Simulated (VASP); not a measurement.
OSZICAR of a VASP run on PtSe$_{2}$ (1T layered):

File OSZICAR:
```
       N       E                     dE             d eps       ncg     rms          rms(c)
DAV:   1     0.175697964412E+03    0.17570E+03   -0.10292E+04  1516   0.132E+03
DAV:   2     0.473130159732E+02   -0.12838E+03   -0.12537E+03  1899   0.258E+02
DAV:   3     0.414773128203E+02   -0.58357E+01   -0.58054E+01  1927   0.605E+01
DAV:   4     0.414285074244E+02   -0.48805E-01   -0.48791E-01  1836   0.620E+00
DAV:   5     0.414279825707E+02   -0.52485E-03   -0.52475E-03  1969   0.605E-01    0.134E+01
DAV:   6     0.433769442760E+02    0.19490E+01   -0.17516E+01  1598   0.485E+01    0.900E+00
DAV:   7     0.416169344863E+02   -0.17600E+01   -0.31021E+00  1696   0.201E+01    0.341E+00
DAV:   8     0.416379657818E+02    0.21031E-01   -0.12698E-01  1675   0.325E+00    0.125E+00
DAV:   9     0.416219831621E+02   -0.15983E-01   -0.38535E-02  1619   0.174E+00    0.280E-01
DAV:  10     0.416174993815E+02   -0.44838E-02   -0.36430E-03  1619   0.749E-01    0.160E-01
DAV:  11     0.416210496349E+02    0.35503E-02   -0.36416E-03  1549   0.732E-01    0.697E-02
DAV:  12     0.416167927534E+02   -0.42569E-02   -0.16740E-03  1514   0.528E-01    0.192E-02
DAV:  13     0.416167461299E+02   -0.46624E-04   -0.83383E-05  1983   0.105E-01    0.147E-02
DAV:  14     0.416167357491E+02   -0.10381E-04   -0.26512E-05  1542   0.616E-02    0.421E-03
DAV:  15     0.416167258965E+02   -0.98526E-05   -0.95410E-06  1808   0.398E-02    0.207E-03
DAV:  16     0.416167278313E+02    0.19348E-05   -0.38017E-06  1640   0.263E-02    0.136E-03
DAV:  17     0.416167242992E+02   -0.35322E-05   -0.14185E-06  1254   0.164E-02    0.433E-04
DAV:  18     0.416167242503E+02   -0.48828E-07   -0.61132E-08   771   0.246E-03
   1 F= 0.41616724E+02 E0= 0.41616526E+02  d E =0.416167E+02
```

Q: Which electronic solver shows in the log?

A: It is blocked Davidson (ALGO = Normal, or the opening steps of other solvers). The INCAR had ALGO = Normal.

Q: Can the final energy be trusted as converged?

A: The calculation finished and met its thresholds. It stopped with EDIFF = 1E-6, NELM = 100, NSW = 60 and EDIFFG = -0.02 after 1 ionic step (revTPSS meta-GGA, plane waves, VASP's PBE PAW potentials (set 64)). Without a dispersion term in the relaxation, distances and binding between the weakly bound layers, chains or molecules are unreliable, and so is what depends on them.

The compound is PtSe2 in the 1T layered structure. It was relaxed first, which changed the volume by +6 %. The start is the result of an earlier pass.
